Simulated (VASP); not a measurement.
A convergence study with VASP on Ni (fcc): one setting is varied, all else stays as given below, so the limit is that of these other settings. The cell's lengths are 1 % over those of the tabulated start, so it is off equilibrium.

```
Ni
1.0
    0.00000     1.77760     1.77760
    1.77760     0.00000     1.77760
    1.77760     1.77760     0.00000
Ni
1
Direct
  0.00000   0.00000   0.00000
```
Starting moments (μB, in the order of the record's atoms Ni): 0.8.

Method: PBEsol GGA, VASP's PBE PAW potentials (set 64) (plane waves; VASP 6.6.1). The tightest run used: 1000 eV cut-off, 20×20×20 Γ-centred mesh, first-order Methfessel-Paxton smearing of 0.10 eV, potentials Ni.

Question: The settings run are ENCUT = 150; ENCUT = 200; ENCUT = 250; ENCUT = 300; ENCUT = 350; ENCUT = 400; ENCUT = 450; ENCUT = 500; ENCUT = 550; ENCUT = 600; ENCUT = 650; ENCUT = 700; ENCUT = 750; ENCUT = 800; ENCUT = 850; ENCUT = 1000. From which on does the energy per atom stay within 0.002 eV/atom of the tightest run?

Answer: From ENCUT = 400 on: it is off by 0.0015 there and by no more than 0.002 in any finer run, while ENCUT = 350 is off by 0.0063.
| setting | E (eV/atom) | pressure (GPa) | moment (μB) | plane waves | difference judged (eV/atom) |
|---|---|---|---|---|---|
| ENCUT = 150 | -0.0879 | -710.97 | 0.000 | 59 | 6.0045 |
| ENCUT = 200 | -5.6009 | -132.91 | 0.607 | 77 | 0.4914 |
| ENCUT = 250 | -6.0646 | -28.33 | 0.633 | 113 | 0.0278 |
| ENCUT = 300 | -6.1029 | -15.30 | 0.638 | 141 | 0.0106 |
| ENCUT = 350 | -6.0986 | -15.44 | 0.638 | 176 | 0.0063 |
| ENCUT = 400 | -6.0938 | -15.49 | 0.637 | 212 | 0.0015 |
| ENCUT = 450 | -6.0925 | -15.09 | 0.637 | 262 | 0.0002 |
| ENCUT = 500 | -6.0926 | -14.90 | 0.637 | 302 | 0.0002 |
| ENCUT = 550 | -6.0925 | -14.94 | 0.637 | 342 | 0.0002 |
| ENCUT = 600 | -6.0924 | -15.00 | 0.637 | 388 | 0.0000 |
| ENCUT = 650 | -6.0923 | -14.98 | 0.637 | 444 | 0.0000 |
| ENCUT = 700 | -6.0924 | -14.93 | 0.637 | 495 | 0.0001 |
| ENCUT = 750 | -6.0924 | -14.90 | 0.637 | 544 | 0.0001 |
| ENCUT = 800 | -6.0924 | -14.90 | 0.637 | 589 | 0.0001 |
| ENCUT = 850 | -6.0924 | -14.91 | 0.637 | 648 | 0.0001 |
| ENCUT = 1000 | -6.0923 | -14.91 | 0.637 | 869 | 0.0000 |

Left out are rungs that failed or repeat a setting and relaxations that didn't move; long series are thinned to 24 rows.

The compound is Ni in the fcc structure. The cell was not relaxed at this level.
